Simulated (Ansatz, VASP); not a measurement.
# SrMgZnSi19O41 (glassy 86SiO2-5SrO-5ZnO-5MgO (mol %)): VASP beside Ansatz

Wanted: the spread between two codes on one cell, functional and k mesh. The structure shown is the start of the Ansatz relaxation below; VASP solves that cell, so the two are compared at the walk's first step.

Calculated with Ansatz 0.2.0; plane waves, with VASP 6.6.1 beside it; single point at RPBE.

## Step 1: Set-up

The cell holds 63 atoms: 19 Si, 1 Sr, 1 Zn, 1 Mg and 41 O. Cell: a = 9.658 Å, b = 9.658 Å, c = 9.658 Å, α = 90.0°, β = 90.0°, γ = 90.0°. As first built, before any earlier steps moved the atoms (in the runner's words): 63 atoms (19 Si, 1 Sr, 1 Zn, 1 Mg, 41 O) placed at random at 2.44 g/cm^3, melted at 4000 K for 10 ps at fixed volume with the Morse and Coulomb pair potential with partial charges (Pedone, Malavasi, Menziani, Cormack and Segre, J. Phys. Chem. B 110, 11780 (2006)). Quenched from 4000 K to 300 K at 50 K/ps and fixed volume, held 10 ps at zero pressure.

## Step 2: Ansatz: relaxation, RPBE

Ansatz runs on its default PAW (the set named soft_2) files.

The two programs are compared at the cell with which this relaxation starts, whose forces are those of its first step.

Input file input.yaml:

```yaml
crystal:
  lattice:
    - [9.65803, 0.0, 0.0]
    - [0.0, 9.65803, 0.0]
    - [0.0, 0.0, 9.65803]
  atoms:
    - { symbol: Si, position: [0.59397, 0.17414, 0.23684] }
    - { symbol: Si, position: [0.82084, 0.76893, 0.57564] }
    - { symbol: Si, position: [0.3463, 0.01522, 0.09929] }
    - { symbol: Si, position: [0.28656, 0.51756, 0.04625] }
    - { symbol: Si, position: [0.12174, 0.25391, 0.14602] }
    - { symbol: Si, position: [0.52758, 0.3954, 0.44986] }
    - { symbol: Si, position: [0.69443, 0.6341, 0.09787] }
    - { symbol: Si, position: [0.81172, 0.32174, 0.04242] }
    - { symbol: Si, position: [0.49756, 0.03522, 0.82388] }
    - { symbol: Si, position: [0.46224, 0.36561, 0.85376] }
    - { symbol: Si, position: [0.3497, 0.9217, 0.54019] }
    - { symbol: Si, position: [0.60955, 0.63451, 0.78684] }
    - { symbol: Si, position: [0.84316, 0.03219, 0.39793] }
    - { symbol: Si, position: [0.25393, 0.38662, 0.6224] }
    - { symbol: Si, position: [0.56425, 0.70424, 0.38129] }
    - { symbol: Si, position: [0.93134, 0.85061, 0.13613] }
    - { symbol: Si, position: [0.13811, 0.16921, 0.45456] }
    - { symbol: Si, position: [0.22098, 0.74215, 0.21574] }
    - { symbol: Si, position: [0.14618, 0.69612, 0.53475] }
    - { symbol: Sr, position: [0.87869, 0.35304, 0.64721] }
    - { symbol: Zn, position: [0.32023, 0.79222, 0.82064] }
    - { symbol: Mg, position: [0.83562, 0.05395, 0.87917] }
    - { symbol: O, position: [0.7043, 0.096, 0.34464] }
    - { symbol: O, position: [0.07285, 0.75374, 0.16042] }
    - { symbol: O, position: [0.50369, 0.56005, 0.4382] }
    - { symbol: O, position: [0.67367, 0.36915, 0.51604] }
    - { symbol: O, position: [0.71298, 0.71442, 0.44476] }
    - { symbol: O, position: [0.29345, 0.5994, 0.18341] }
    - { symbol: O, position: [0.15357, 0.25783, 0.31245] }
    - { symbol: O, position: [0.29642, 0.88383, 0.17765] }
    - { symbol: O, position: [0.42602, 0.42851, 0.00678] }
    - { symbol: O, position: [0.58804, 0.67099, 0.21673] }
    - { symbol: O, position: [0.23877, 0.03979, 0.47054] }
    - { symbol: O, position: [0.64628, 0.98885, 0.84809] }
    - { symbol: O, position: [0.75421, 0.67562, 0.6976] }
    - { symbol: O, position: [0.48828, 0.72549, 0.7242] }
    - { symbol: O, position: [0.96926, 0.12906, 0.44735] }
    - { symbol: O, position: [0.82034, 0.28092, 0.88969] }
    - { symbol: O, position: [0.52541, 0.30021, 0.31304] }
    - { symbol: O, position: [0.26614, 0.64031, 0.93662] }
    - { symbol: O, position: [0.98282, 0.72144, 0.56044] }
    - { symbol: O, position: [0.17334, 0.39057, 0.06884] }
    - { symbol: O, position: [0.4614, 0.83414, 0.4379] }
    - { symbol: O, position: [0.56629, 0.47056, 0.77851] }
    - { symbol: O, position: [0.31013, 0.3857, 0.77342] }
    - { symbol: O, position: [0.14733, 0.27189, 0.58497] }
    - { symbol: O, position: [0.4883, 0.07013, 0.17282] }
    - { symbol: O, position: [0.18454, 0.727, 0.38427] }
    - { symbol: O, position: [0.23898, 0.8171, 0.61653] }
    - { symbol: O, position: [0.22054, 0.12217, 0.10079] }
    - { symbol: O, position: [0.80513, 0.74558, 0.11432] }
    - { symbol: O, position: [0.18788, 0.54104, 0.58634] }
    - { symbol: O, position: [0.62865, 0.65421, 0.94809] }
    - { symbol: O, position: [0.77344, 0.4845, 0.08634] }
    - { symbol: O, position: [0.82434, 0.93069, 0.53822] }
    - { symbol: O, position: [0.42102, 0.00686, 0.66846] }
    - { symbol: O, position: [0.38883, 0.35037, 0.52913] }
    - { symbol: O, position: [0.38707, 0.96946, 0.94029] }
    - { symbol: O, position: [0.90407, 0.94112, 0.27144] }
    - { symbol: O, position: [0.94542, 0.94112, 0.00439] }
    - { symbol: O, position: [0.49626, 0.2086, 0.85092] }
    - { symbol: O, position: [0.69744, 0.2271, 0.12176] }
    - { symbol: O, position: [0.95942, 0.25521, 0.11037] }
kpoints:
  mp_grid: { grid: [1, 1, 1] }
hamiltonian:
  xc: rpbe
scf:
  occupations: { method: fixed }
output:
  forces: true
relax:
  f_tol: 0.05
  max_steps: 150
  cell: {}
```

The run is started by

```bash
$ ansatz run input.yaml --threads 4 --pin off --max-ram 8192MiB --backend cpu --events-out ev --progress --plain --runs-dir out
```

Numbers of over 12 decimals in the logs are rounded to 6 here.

What it wrote:

```text
Engine: ansatz 0.2.0, aarch64-unknown-linux-gnu
Pseudopotentials: kind: paw
Pseudopotential: Si, paw, valence charge 4, recommended cutoff 420 eV (normal), Si.paw.azcp
Pseudopotential: Sr, paw, valence charge 10, recommended cutoff 420 eV (normal), Sr.paw.azcp
Pseudopotential: Zn, paw, valence charge 12, recommended cutoff 420 eV (normal), Zn.paw.azcp
Pseudopotential: Mg, paw, valence charge 10, recommended cutoff 420 eV (normal), Mg.paw.azcp
Pseudopotential: O, paw, valence charge 6, recommended cutoff 420 eV (normal), O.paw.azcp
Functional definition: RPBE
  parameter kappa = 0.804
  parameter beta = 0.066725
  exchange = rpbe_x(kappa = kappa, mu = beta*pi^2/3)
  correlation = pbe_c(beta = beta)
Crystal: 63 atoms, lattice volume = 900.877 Å³
Basis set: ecut = 420 eV, 17557 PW (Γ), exchange–correlation on 144×144×144 points (8 copies of the dense FFT grid, shifted against one another)
Bands: 240, of which v1, the nominal top of the filled ones, is band 177 counted from 1 (176 counted from 0)
Symmetry: 1 space group operations
Space group: P1 (ITA 1), of the structure as read, at distance tolerance 9.7e-5 Å
k-points: 1
Non-local potential: Si, projectors of the file, l = 0: 2, l = 1: 2, l = 2: 2
Non-local potential: Sr, projectors of the file, l = 0: 3, l = 1: 2, l = 2: 2
Non-local potential: Zn, projectors of the file, l = 0: 2, l = 1: 2, l = 2: 3, l = 3: 1
Non-local potential: Mg, projectors of the file, l = 0: 3, l = 1: 2, l = 2: 1
Non-local potential: O, projectors of the file, l = 0: 2, l = 1: 2, l = 2: 1
PAW form: soft (Blöchl's): semilocal exchange-correlation on the pseudo side does not see the compensation charge
PAW frozen core: Si, regenerated for the run's functional, and the local potential with it (the file was generated under x = pbe(κ = 0.804, μ = 0.219515), c = pbe(β = 0.066725))
PAW frozen core: Sr, regenerated for the run's functional, and the local potential with it (the file was generated under x = pbe(κ = 0.804, μ = 0.219515), c = pbe(β = 0.066725))
PAW frozen core: Zn, regenerated for the run's functional, and the local potential with it (the file was generated under x = pbe(κ = 0.804, μ = 0.219515), c = pbe(β = 0.066725))
PAW frozen core: Mg, regenerated for the run's functional, and the local potential with it (the file was generated under x = pbe(κ = 0.804, μ = 0.219515), c = pbe(β = 0.066725))
PAW frozen core: O, regenerated for the run's functional, and the local potential with it (the file was generated under x = pbe(κ = 0.804, μ = 0.219515), c = pbe(β = 0.066725))
PAW one-centre angular grid: Si, 110 points (default); XC on 64 Gauss nodes
PAW one-centre angular grid: Sr, 110 points (default); XC on 64 Gauss nodes
PAW one-centre angular grid: Zn, 590 points (default); XC on 64 Gauss nodes
PAW one-centre angular grid: Mg, 110 points (default); XC on 64 Gauss nodes
PAW one-centre angular grid: O, 110 points (default); XC on 64 Gauss nodes
Initial density: superposition of atomic densities (neutral atoms: chi_scale 0, normalization atom), corrected by the library's trained network
Initial wavefunctions: pseudopotential atomic-orbital guess
Functional: x = rpbe, c = pbe(β = 0.066725)
SCF iter   1: F=—  HF=-44337.364175 eV  |F-HF|=—  |Δ(HF+E_count)|=         —  Δρ=4.05e-3  dr2=1.57e-1  ethr=1.77e-3  ⟨swp⟩=6.0  Hψ=876  notcnv=0  defer=61
preconditioner: auto → Resta (q_TF=auto, 2.335 Å⁻¹)  ε∞=3.0  [insulator: Δε(μ)=2.828 eV  Ē_g=16.160 eV  n_scr=178 (ndim 8)  ℏωp=22.9 eV  f_vac=0.190  ε∞_Penn≈3.0]
SCF iter   2: F=—  HF=-44337.349228 eV  |F-HF|=—  |Δ(HF+E_count)|=   1.49e-2  Δρ=2.09e-3  dr2=2.79e-2  ethr=4.44e-5  ⟨swp⟩=3.0  Hψ=388  notcnv=0  defer=61
SCF iter   3: F=—  HF=-44337.352977 eV  |F-HF|=—  |Δ(HF+E_count)|=   3.75e-3  Δρ=8.49e-4  dr2=7.59e-3  ethr=7.88e-6  ⟨swp⟩=3.0  Hψ=359  notcnv=0  defer=49
automatic band count: iteration 3 solves 228 bands in place of 240: the levels show a gap, and the empty bands left out lie too high to hold charge; the band table lists the bands solved (type scf.n_extra_bands for more)
SCF iter   4: F=—  HF=-44337.353629 eV  |F-HF|=—  |Δ(HF+E_count)|=   6.51e-4  Δρ=3.15e-4  dr2=8.25e-4  ethr=2.15e-6  ⟨swp⟩=3.0  Hψ=322  notcnv=0  defer=49
SCF iter   5: F=—  HF=-44337.353522 eV  |F-HF|=—  |Δ(HF+E_count)|=   1.07e-4  Δρ=1.28e-4  dr2=1.66e-4  ethr=2.33e-7  ⟨swp⟩=2.0  Hψ=313  notcnv=0  defer=49
SCF iter   6: F=—  HF=-44337.353486 eV  |F-HF|=—  |Δ(HF+E_count)|=   3.59e-5  Δρ=7.58e-5  dr2=4.14e-5  ethr=4.68e-8  ⟨swp⟩=2.0  Hψ=320  notcnv=0  defer=49
SCF iter   7: F=—  HF=-44337.354660 eV  |F-HF|=—  |Δ(HF+E_count)|=   1.17e-3  Δρ=1.64e-5  dr2=2.60e-6  ethr=1.17e-8  ⟨swp⟩=2.0  Hψ=405  notcnv=0  defer=49
[...]
atom   8  Si     0.00050205    -0.00352148    -0.00890068
  atom   9  Si    -0.00920845     0.00624024    -0.00815487
  atom  10  Si    -0.00685507    -0.00732288     0.00370602
  atom  11  Si    -0.01010990    -0.00403187    -0.00364187
  atom  12  Si    -0.00702751     0.01554594    -0.00353902
  atom  13  Si     0.00798400     0.01613287     0.00690087
  atom  14  Si    -0.01232739    -0.01696173    -0.00223008
  atom  15  Si     0.00050093    -0.00853533     0.00674032
  atom  16  Si     0.01094950     0.00441394     0.02934544
  atom  17  Si    -0.02179186     0.00614031     0.00095652
  atom  18  Si     0.01113883    -0.00433946     0.00392693
  atom  19  Si    -0.01700771    -0.00969496    -0.00509070
  atom  20  Sr    -0.00197714    -0.01211670    -0.00322794
  atom  21  Zn    -0.01269027    -0.00227359     0.00047747
  atom  22  Mg     0.00338209    -0.00343138    -0.00018435
  atom  23  O      0.00403184     0.00505178     0.00182729
  atom  24  O      0.00548435    -0.00216763    -0.00039186
  atom  25  O      0.00499053    -0.00152637    -0.00569190
  atom  26  O     -0.00082478    -0.00272826    -0.01475529
  atom  27  O     -0.00369516    -0.00003894    -0.00950648
  atom  28  O     -0.00266258    -0.00260399     0.00270861
  atom  29  O     -0.00161587    -0.01039815    -0.00612980
  atom  30  O     -0.01067365     0.00400257    -0.00283964
  atom  31  O      0.00395086     0.00259461     0.00165099
[...]
atom  56  O      0.00784841    -0.00318948     0.00233496
  atom  57  O      0.00670426     0.00212115    -0.00417814
  atom  58  O      0.00995827     0.00238136     0.01385353
  atom  59  O     -0.00809743    -0.01863935     0.00136301
  atom  60  O     -0.01639861     0.02185291    -0.01955758
  atom  61  O      0.00025037    -0.00265092    -0.00608062
  atom  62  O      0.00200001     0.00247237    -0.00377792
  atom  63  O      0.00081301    -0.00225496    -0.01358592
  max |Σ_I F_I| component: 1.36e-5 eV/Å
--- Stress (GPa, compression-positive) ---
       -0.011293      -0.006913       0.001700
       -0.006914      -0.011721      -0.000738
        0.001700      -0.000741       0.001312
  P = ⅓ Tr σ = -0.0072 GPa (-0.072 kbar)
--- Relaxed structure (21 steps of the walk, 21 accepted, 2 SCFs on fresh bases) ---
  F+E_penalty+E_count = -44344.48921937 eV   max|allowed force component| = 2.935e-2 eV/Å   (the final SCF, on the basis selected at the relaxed cell)
  cell:  # Å, volume = 930.4859 Å³
    - [9.630321, 0.289744, 0.166401]
    - [0.289744, 9.710923, -0.029333]
    - [0.166401, -0.029333, 9.961604]
  atoms:
    - { symbol: Si, position: [0.616917, 0.178765, 0.235442] }
    - { symbol: Si, position: [0.810553, 0.756393, 0.569570] }
    - { symbol: Si, position: [0.360397, 0.036505, 0.100555] }
    - { symbol: Si, position: [0.259983, 0.517590, 0.033035] }
    - { symbol: Si, position: [0.126240, 0.264892, 0.172586] }
    - { symbol: Si, position: [0.542872, 0.389688, 0.444959] }
    - { symbol: Si, position: [0.715918, 0.634807, 0.113250] }
    - { symbol: Si, position: [0.828747, 0.315414, 0.055848] }
    - { symbol: Si, position: [0.491464, 0.048326, 0.804722] }
    - { symbol: Si, position: [0.460497, 0.385093, 0.824723] }
    - { symbol: Si, position: [0.343176, 0.907931, 0.551634] }
    - { symbol: Si, position: [0.618618, 0.648861, 0.812604] }
    - { symbol: Si, position: [0.846282, 0.017806, 0.414179] }
    - { symbol: Si, position: [0.267889, 0.385393, 0.581834] }
    - { symbol: Si, position: [0.563255, 0.694036, 0.391029] }
    - { symbol: Si, position: [0.930877, 0.856513, 0.140954] }
    - { symbol: Si, position: [0.125019, 0.155252, 0.469919] }
    - { symbol: Si, position: [0.228832, 0.769012, 0.198223] }
    - { symbol: Si, position: [0.141356, 0.686510, 0.505081] }
    - { symbol: Sr, position: [0.848288, 0.379248, 0.676647] }
    - { symbol: Zn, position: [0.293494, 0.680600, 0.796068] }
    - { symbol: Mg, position: [0.777535, 0.077480, 0.921354] }
    - { symbol: O, position: [0.706627, 0.094273, 0.350884] }
    - { symbol: O, position: [0.094274, 0.806723, 0.112081] }
    - { symbol: O, position: [0.489630, 0.555992, 0.441499] }
    - { symbol: O, position: [0.672329, 0.356231, 0.535532] }
    - { symbol: O, position: [0.719070, 0.693292, 0.452554] }
    - { symbol: O, position: [0.315371, 0.632699, 0.136843] }
    - { symbol: O, position: [0.149494, 0.242414, 0.333443] }
    - { symbol: O, position: [0.327881, 0.898579, 0.186245] }
    - { symbol: O, position: [0.400769, 0.425762, -0.024174] }
    - { symbol: O, position: [0.591948, 0.679427, 0.227680] }
    - { symbol: O, position: [0.232129, 0.017758, 0.476681] }
    - { symbol: O, position: [0.651616, 1.000665, 0.802846] }
    - { symbol: O, position: [0.757579, 0.682623, 0.711792] }
    - { symbol: O, position: [0.477421, 0.726548, 0.766943] }
    - { symbol: O, position: [0.957719, 0.123243, 0.482351] }
    - { symbol: O, position: [0.854468, 0.275153, 0.897620] }
    - { symbol: O, position: [0.569649, 0.332565, 0.289733] }
    - { symbol: O, position: [0.174035, 0.590095, 0.911848] }
    - { symbol: O, position: [0.975990, 0.700770, 0.550835] }
    - { symbol: O, position: [0.168961, 0.416488, 0.126568] }
    - { symbol: O, position: [0.462878, 0.830560, 0.448659] }
    - { symbol: O, position: [0.602396, 0.475076, 0.799396] }
    - { symbol: O, position: [0.335438, 0.437181, 0.721468] }
    - { symbol: O, position: [0.148320, 0.266870, 0.595997] }
[...]
- { symbol: O, position: [0.402347, -0.0053695, 0.674805] }
    - { symbol: O, position: [0.394832, 0.317392, 0.489329] }
    - { symbol: O, position: [0.404862, 1.003011, 0.943458] }
    - { symbol: O, position: [0.927809, 0.928239, 0.295208] }
    - { symbol: O, position: [0.878932, 0.951843, 0.024452] }
    - { symbol: O, position: [0.485214, 0.221309, 0.803347] }
    - { symbol: O, position: [0.708817, 0.201896, 0.095335] }
    - { symbol: O, position: [0.960026, 0.263847, 0.147872] }
```

The column dr2 measures how far the density is from self-consistency, as an energy; F and HF (Harris–Foulkes) agree once it is small.

(Continued in part 2 of 2.)

[Lines on the potential files, build, host, timing and source positions are cut from VASP's logs without a mark.]

[Logs are printed without paths, hosts, clocks, repeated set-up lines and the standing remarks that a program may print on its own settings, such as how far it seeks lower states.]

[Hosts, paths, dates, database ids (printed as entryN), source tags and the programs' standing remarks are cut or masked in the printed files.]
